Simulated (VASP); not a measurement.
# SrTiO3 (Tausonite): the band gap up a ladder of functionals

Wanted: bands and gap of SrTiO3 (Tausonite) from one functional after another. The levels: LDA, PBEsol, PBE, r2SCAN, TB-mBJ, LAK, BLYP, HSE06, HSE03, r2SCAN0 and PBE + SOC. LASPH is on for some levels and off for others; the table marks which. The start is a cell from a database of measured crystal structures.

Program: VASP 6.6.1. Level of theory: LDA; plane waves and PAW (Sr_sv, Ti_sv, O), in the first sound run; inputs show where later runs differ. Results are calculated unless marked as measured.

### 1. Starting point

The structure is cubic, space group Pm-3m (No. 221). Conventional cell: a = 3.905 Å, b = 3.905 Å, c = 3.905 Å, α = 90.00°, β = 90.00°, γ = 90.00°. Nearest to Sr lie 12 O at 2.76 Å. Nearest to Ti lie 6 O at 1.95 Å. Nearest to O lie 2 Ti at 1.95 Å and 4 Sr at 2.76 Å. Farther neighbours and most contacts between anions are not listed.

As a file:

```cif
data_structure
_symmetry_space_group_name_H-M 'Pm-3m'
_symmetry_Int_Tables_number 221
_cell_length_a 3.9053
_cell_length_b 3.9053
_cell_length_c 3.9053
_cell_angle_alpha 90.000
_cell_angle_beta 90.000
_cell_angle_gamma 90.000
_cell_volume 59.56
loop_
_atom_site_label
_atom_site_type_symbol
_atom_site_symmetry_multiplicity
_atom_site_Wyckoff_symbol
_atom_site_fract_x
_atom_site_fract_y
_atom_site_fract_z
_atom_site_occupancy
Sr1 Sr 1 b 0.50000 0.50000 0.50000 1
Ti1 Ti 1 a 0.00000 0.00000 0.00000 1
O1 O 3 d 0.50000 0.00000 0.00000 1
```

### 2. Bands with LDA, k 4×4×4

The mesh alone shows little of the dispersion and can miss band extrema, so KPOINTS_OPT adds a path through the symmetry points after the self-consistent cycle. LDA, the lowest rung, knows the local density alone.

INCAR reads:

```
SYSTEM = SrTiO3
PREC = Accurate
ENCUT = 520
EDIFF = 1E-06
NELM = 100
ISMEAR = 0
SIGMA = 0.02
LREAL = .FALSE.
ALGO = Normal
GGA = CA
NBANDS = 35
LORBIT = 11
LWAVE = .FALSE.
LCHARG = .FALSE.
KPAR = 8
```

POSCAR reads:

```
SrTiO3
1.0
    3.9052800000      0.0000000000      0.0000000000
    0.0000000000      3.9052800000      0.0000000000
    0.0000000000      0.0000000000      3.9052800000
Sr Ti O
1 1 3
Direct
    0.5000000000      0.5000000000      0.5000000000
    0.0000000000      0.0000000000      0.0000000000
    0.5000000000      0.0000000000      0.0000000000
    0.0000000000      0.5000000000      0.0000000000
    0.0000000000      0.0000000000      0.5000000000
```

KPOINTS reads:

```
Automatic mesh
0
Gamma
4 4 4
0 0 0
```

KPOINTS_OPT reads:

```
Line mode
16
Line-mode
Reciprocal
  0.00000000   0.00000000   0.00000000 GAMMA
  0.00000000   0.50000000   0.00000000 X

  0.00000000   0.50000000   0.00000000 X
  0.50000000   0.50000000   0.00000000 M

  0.50000000   0.50000000   0.00000000 M
  0.00000000   0.00000000   0.00000000 GAMMA

  0.00000000   0.00000000   0.00000000 GAMMA
  0.50000000   0.50000000   0.50000000 R

  0.50000000   0.50000000   0.50000000 R
  0.00000000   0.50000000   0.00000000 X

  0.50000000   0.50000000   0.00000000 M
  0.50000000   0.50000000   0.50000000 R
```

PAW data sets: Sr_sv, Ti_sv and O (PBE family, release 64).

Command:

```
> mpirun -np 8 vasp_std
```

Numbers of over 12 decimals in the logs are rounded to 6 here.

Output:

```text
[banner, memory and clock lines left out]
running    8 mpi-ranks, on    1 nodes
 distrk:  each k-point on    1 cores,    8 groups
 distr:  one band on    1 cores,    1 groups

 POSCAR found type information on POSCAR SrTiO
 POSCAR found :  3 types and       5 ions
|                                                                             |
|           W    W    AA    RRRRR   N    N  II  N    N   GGGG   !!!           |
|           W    W   A  A   R    R  NN   N  II  NN   N  G    G  !!!           |
|           W    W  A    A  R    R  N N  N  II  N N  N  G       !!!           |
|           W WW W  AAAAAA  RRRRR   N  N N  II  N  N N  G  GGG   !            |
|           WW  WW  A    A  R   R   N   NN  II  N   NN  G    G                |
|           W    W  A    A  R    R  N    N  II  N    N   GGGG   !!!           |
|                                                                             |
|     For optimal performance we recommend to set                             |
|       NCORE = 2 up to number-of-cores-per-socket                            |
|     NCORE specifies how many cores store one orbital (NPAR=cpu/NCORE).      |
|     This setting can greatly improve the performance of VASP for DFT.       |
|     The default, NCORE=1 might be grossly inefficient on modern             |
|     multi-core architectures or massively parallel machines. Do your        |
|     Unfortunately you need to use the default for GW and RPA                |
|     calculations (for HF NCORE is supported but not extensively tested      |
|     yet).                                                                   |
|                                                                             |

|                                                                             |
|               ----> ADVICE to this user running VASP <----                  |
|                                                                             |
|     You enforced a specific xc type in the INCAR file but a different       |
|     [... a line on the potential file left out ...]
|     I HOPE YOU KNOW WHAT YOU ARE DOING!                                     |
|                                                                             |

 LDA part: xc-table for (Slater(with rela. corr.)+CA(PZ))
 , standard interpolation
 POSCAR, INCAR and KPOINTS ok, starting setup
 FFT: planning ... GRIDC
 FFT: planning ... GRID_SOFT
 FFT: planning ... GRID
 WAVECAR not read
 entering main loop
       N       E                     dE             d eps       ncg     rms          rms(c)
DAV:   1     0.381702057820E+03    0.38170E+03   -0.19645E+04   700   0.123E+03
DAV:   2    -0.142095999220E+02   -0.39591E+03   -0.36836E+03   751   0.358E+02
DAV:   3    -0.520412135703E+02   -0.37832E+02   -0.37142E+02   875   0.111E+02
DAV:   4    -0.539992367419E+02   -0.19580E+01   -0.19493E+01  1023   0.210E+01
DAV:   5    -0.540428176863E+02   -0.43581E-01   -0.43574E-01   893   0.267E+00    0.271E+01
DAV:   6    -0.447602406325E+02    0.92826E+01   -0.26768E+01   883   0.507E+01    0.161E+01
DAV:   7    -0.444204172070E+02    0.33982E+00   -0.43893E+00   838   0.166E+01    0.114E+01
DAV:   8    -0.445480754833E+02   -0.12766E+00   -0.17356E+00   852   0.134E+01    0.520E+00
DAV:   9    -0.442851155564E+02    0.26296E+00   -0.55516E-01   792   0.709E+00    0.146E+00
DAV:  10    -0.442763176211E+02    0.87979E-02   -0.27482E-02   911   0.120E+00    0.808E-01
DAV:  11    -0.442700482202E+02    0.62694E-02   -0.15723E-02   825   0.133E+00    0.131E-01
DAV:  12    -0.442700663655E+02   -0.18145E-04   -0.84409E-04   822   0.235E-01    0.826E-02
DAV:  13    -0.442700586952E+02    0.76703E-05   -0.17791E-04   892   0.751E-02    0.447E-02
DAV:  14    -0.442700513724E+02    0.73227E-05   -0.23477E-05   863   0.446E-02    0.583E-03
DAV:  15    -0.442700513986E+02   -0.26139E-07   -0.23785E-06   782   0.935E-03
   1 F= -.44270051E+02 E0= -.44270051E+02  d E =-.139291E-19
 Start KPOINTS_OPT (optional k-point list driver)
k-point batch [1-10\96]
       N       E                     dE             ncg
DAV:   1    -0.443370064256E+03   -0.25004E+04      700
DAV:   2    -0.402180364862E+04   -0.35784E+04      804
DAV:   3    -0.434840689488E+04   -0.32660E+03      909
DAV:   4    -0.435914775138E+04   -0.10741E+02     1040
DAV:   5    -0.435948988928E+04   -0.34214E+00      930
DAV:   6    -0.435949172412E+04   -0.18348E-02      943
DAV:   7    -0.435949175957E+04   -0.35448E-04      881
DAV:   8    -0.435949176038E+04   -0.81167E-06      641
[...]
k-point batch [91-96\96]
       N       E                     dE             ncg
DAV:   1     0.609465172826E+04   -0.97188E+04      420
DAV:   2     0.386249444432E+04   -0.22322E+04      460
DAV:   3     0.363695672531E+04   -0.22554E+03      563
DAV:   4     0.362690038696E+04   -0.10056E+02      568
DAV:   5     0.362668560251E+04   -0.21478E+00      498
DAV:   6     0.362668114643E+04   -0.44561E-02      589
DAV:   7     0.362668106814E+04   -0.78292E-04      522
DAV:   8     0.362668106622E+04   -0.19149E-05      408
DAV:   9     0.362668106612E+04   -0.96826E-07      330
```

Elapsed: 16 s, on 8 MPI ranks of AMD EPYC 9R45, shared host; peak memory 1.4 GiB.

The logs omit lines about the potential files and the build; timing stands in the text.

Parts of OUTCAR (step 2):

```text
ion  position               nearest neighbor table
   1  0.500  0.500  0.500-   3 2.76   4 2.76   5 2.76   3 2.76   4 2.76   3 2.76   5 2.76   3 2.76
                             4 2.76   5 2.76   4 2.76   5 2.76   2 3.38   2 3.38   2 3.38   2 3.38
   2  0.000  0.000  0.000-   3 1.95   4 1.95   5 1.95   5 1.95   4 1.95   3 1.95   1 3.38   1 3.38
                             1 3.38   1 3.38   1 3.38   1 3.38   1 3.38   1 3.38
   3  0.500  0.000  0.000-   2 1.95   2 1.95   1 2.76   1 2.76   1 2.76   1 2.76
   4  0.000  0.500  0.000-   2 1.95   2 1.95   1 2.76   1 2.76   1 2.76   1 2.76
   5  0.000  0.000  0.500-   2 1.95   2 1.95   1 2.76   1 2.76   1 2.76   1 2.76

  LATTYP: Found a simple cubic cell.
 ALAT       =     3.9052800000

 Subroutine GETGRP returns: Found 48 space group operations
 (whereof 48 operations were pure point group operations)

The static configuration has the point symmetry O_h .

 Found     10 irreducible k-points:

   k-points           NKPTS =     10   k-points in BZ     NKDIM =     10   number of bands    NBANDS=     35

   dimension x,y,z NGX =    30 NGY =   30 NGZ =   30
   dimension x,y,z NGXF=    60 NGYF=   60 NGZF=   60

   ENCUT  =  520.0 eV  38.22 Ry    6.18 a.u.   7.26  7.26  7.26*2*pi/ulx,y,z

   NELECT =      40.0000    total number of electrons

 k-points in reciprocal lattice and weights: Automatic mesh
   0.00000000  0.00000000  0.00000000       0.016
   0.25000000  0.00000000  0.00000000       0.094
   0.50000000  0.00000000  0.00000000       0.047
   0.25000000  0.25000000  0.00000000       0.188
   0.50000000  0.25000000  0.00000000       0.188
   0.50000000  0.50000000  0.00000000       0.047
   0.25000000  0.25000000  0.25000000       0.125
   0.50000000  0.25000000  0.25000000       0.188
   0.50000000  0.50000000  0.25000000       0.094
   0.50000000  0.50000000  0.50000000       0.016

 average (electrostatic) potential at core
       1 -34.3285       2 -76.1467       3 -69.4318       4 -69.4318       5 -69.4318

 E-fermi :   3.9160

 k-point     1 :       0.0000    0.0000    0.0000
  band No.  band energies     occupation
    ...
     16       2.6041      2.00000
     17       2.6041      2.00000
     18       3.4342      2.00000
     19       3.4342      2.00000
     20       3.4342      2.00000
     21       5.5183      0.00000
     22       5.5183      0.00000
     23       5.5183      0.00000
     24       8.0951      0.00000
     25       8.0951      0.00000
    ...

 k-point     2 :       0.2500    0.0000    0.0000
  band No.  band energies     occupation
    ...
     16       1.9378      2.00000
     17       2.0956      2.00000
     18       2.1368      2.00000
     19       3.1869      2.00000
     20       3.1869      2.00000
     21       5.6045      0.00000
     22       6.6188      0.00000
     23       6.6188      0.00000
     24       8.1099      0.00000
     25       9.3948      0.00000
    ...

 k-point     3 :       0.5000    0.0000    0.0000
  band No.  band energies     occupation
    ...
     16       1.3888      2.00000
     17       1.3888      2.00000
     18       1.7455      2.00000
     19       3.0511      2.00000
     20       3.0511      2.00000
     21       5.6953      0.00000
     22       7.5075      0.00000
     23       7.5075      0.00000
     24       8.1170      0.00000
     25      10.3155      0.00000
    ...

  Total       -2.3240923     -2.3240923     -2.3240923      0.0000000     -0.0000000      0.0000000
  in kB      -62.5183364    -62.5183364    -62.5183364      0.0000000     -0.0000000      0.0000000
  external PRESSURE =     -62.5183364 kB  Pullay stress =       0.0000000 kB

  energy-cutoff  :      520.00
  volume of cell :       59.56
      direct lattice vectors                 reciprocal lattice vectors
     3.905280000  0.000000000  0.000000000     0.256063586  0.000000000  0.000000000
     0.000000000  3.905280000  0.000000000     0.000000000  0.256063586  0.000000000
     0.000000000  0.000000000  3.905280000     0.000000000  0.000000000  0.256063586

 POSITION                                       TOTAL-FORCE (eV/Angst)
 -----------------------------------------------------------------------------------
      1.95264      1.95264      1.95264         0.000000      0.000000      0.000000
      0.00000      0.00000      0.00000         0.000000      0.000000      0.000000
      1.95264      0.00000      0.00000         0.000000      0.000000      0.000000
      0.00000      1.95264      0.00000         0.000000      0.000000      0.000000
      0.00000      0.00000      1.95264         0.000000      0.000000      0.000000
 -----------------------------------------------------------------------------------
    total drift:                                0.000000     -0.000000      0.000000

  FREE ENERGIE OF THE ION-ELECTRON SYSTEM (eV)
  ---------------------------------------------------
  free  energy   TOTEN  =       -44.2700513986 eV

  energy  without entropy=      -44.2700513986  energy(sigma->0) =      -44.27005140

 total charge
# of ion       s       p       d       tot
------------------------------------------
    1        1.995   5.732   0.208   7.935
    2        2.234   6.331   1.786  10.351
    3        1.551   3.465   0.000   5.016
    4        1.551   3.465   0.000   5.016
    5        1.551   3.465   0.000   5.016
--------------------------------------------------
tot          8.881  22.458   1.994  33.333

[... 3 further parts left out ...]
```

The PAW data sets were made with PBE, though LDA sets exist; this is a small mismatch. At this level the cell is under a tension of 6.3 GPa, so at these settings it is away from equilibrium.

Numbers from this step:

```
SCF cycles                        : 15
electrons                         : 40
bands                             : 35
irreducible k-points              : 10
symmetry operations               : 48
free energy (TOTEN)               : -44.27 eV
Fermi energy                      : 3.916 eV
pressure                          : -6.252 GPa
metallic                          : no
least gap on mesh and path        : 1.725 eV
least direct gap on mesh and path : 2.084 eV
valence top at k                  : 0.5, 0.5, 0.5
conduction bottom at k            : 0, 0, 0
least direct gap at k             : 0, 0, 0
```

Electronic bands along the path, in eV, zero at the valence-band top; v1 is the highest filled band, c1 the lowest empty one:

| point | v4 | v3 | v2 | v1 | c1 | c2 | c3 | c4 |
| --- | --- | --- | --- | --- | --- | --- | --- | --- |
| Γ | -1.19 | -0.36 | -0.36 | -0.36 | 1.73 | 1.73 | 1.73 | 4.30 |
| 0.47 of the way | -1.61 | -1.59 | -0.59 | -0.59 | 1.80 | 2.73 | 2.73 | 4.32 |
| X | -2.40 | -2.05 | -0.74 | -0.74 | 1.90 | 3.71 | 3.71 | 4.32 |
| 0.47 of the way | -1.95 | -1.45 | -1.30 | -0.74 | 2.80 | 3.72 | 3.80 | 5.02 |
| M | -1.74 | -1.59 | -1.59 | -0.10 | 3.72 | 3.72 | 4.16 | 5.29 |
| 0.47 of the way | -1.79 | -1.41 | -1.16 | -0.70 | 2.88 | 3.03 | 3.29 | 4.99 |
| Γ | -1.19 | -0.36 | -0.36 | -0.36 | 1.73 | 1.73 | 1.73 | 4.30 |
| 0.53 of the way | -3.01 | -0.91 | -0.91 | -0.57 | 3.38 | 3.43 | 3.43 | 6.66 |
| R | -3.79 | 0.00 | 0.00 | 0.00 | 4.40 | 4.40 | 4.40 | 6.84 |
| 0.47 of the way | -2.92 | -0.90 | -0.75 | -0.46 | 3.51 | 3.94 | 3.97 | 6.62 |
| X | -2.40 | -2.05 | -0.74 | -0.74 | 1.90 | 3.71 | 3.71 | 4.32 |
| jump to M | -1.74 | -1.59 | -1.59 | -0.10 | 3.72 | 3.72 | 4.16 | 5.29 |
| 0.53 of the way | -3.31 | -0.61 | -0.61 | -0.04 | 4.04 | 4.04 | 4.29 | 6.82 |
| R | -3.79 | 0.00 | 0.00 | 0.00 | 4.40 | 4.40 | 4.40 | 6.84 |

Of the projections kept (Sr, Ti, O), the largest for each band there; the rest of the weight can lie on other orbitals:

| point | v4 | v3 | v2 | v1 | c1 | c2 | c3 | c4 |
| --- | --- | --- | --- | --- | --- | --- | --- | --- |
| Γ | O 1.00 | O 0.95 | O 0.95 | O 0.95 | Ti 0.97 | Ti 0.97 | Ti 0.97 | Ti 0.95 |
| X | O 0.73 | O 0.91 | O 0.93 | O 0.93 | Ti 1.00 | Ti 0.79 | Ti 0.79 | Ti 0.95 |
| M | O 0.85 | O 0.93 | O 0.93 | O 0.98 | Ti 0.81 | Ti 0.81 | Ti 0.87 | Ti 0.88 |
| Γ | O 1.00 | O 0.95 | O 0.95 | O 0.95 | Ti 0.97 | Ti 0.97 | Ti 0.97 | Ti 0.95 |
| R | O 0.66 | O 1.00 | O 1.00 | O 1.00 | Ti 0.84 | Ti 0.84 | Ti 0.84 | Sr 0.84 |
| X | O 0.73 | O 0.91 | O 0.93 | O 0.93 | Ti 1.00 | Ti 0.79 | Ti 0.79 | Ti 0.95 |

The gap is 1.73 eV, indirect, from R to Γ.

(Continued in part 2 of 5.)

[Lines on the potential files, build, host, timing and source positions are cut from VASP's logs without a mark.]

[Logs are printed without paths, hosts, clocks, repeated set-up lines and the standing remarks that a program may print on its own settings, such as how far it seeks lower states.]

[Hosts, paths, dates, database ids (printed as entryN), source tags and the programs' standing remarks are cut or masked in the printed files.]

[A measured line is paired with the nearest computed mode of its activity, which favours agreement.]
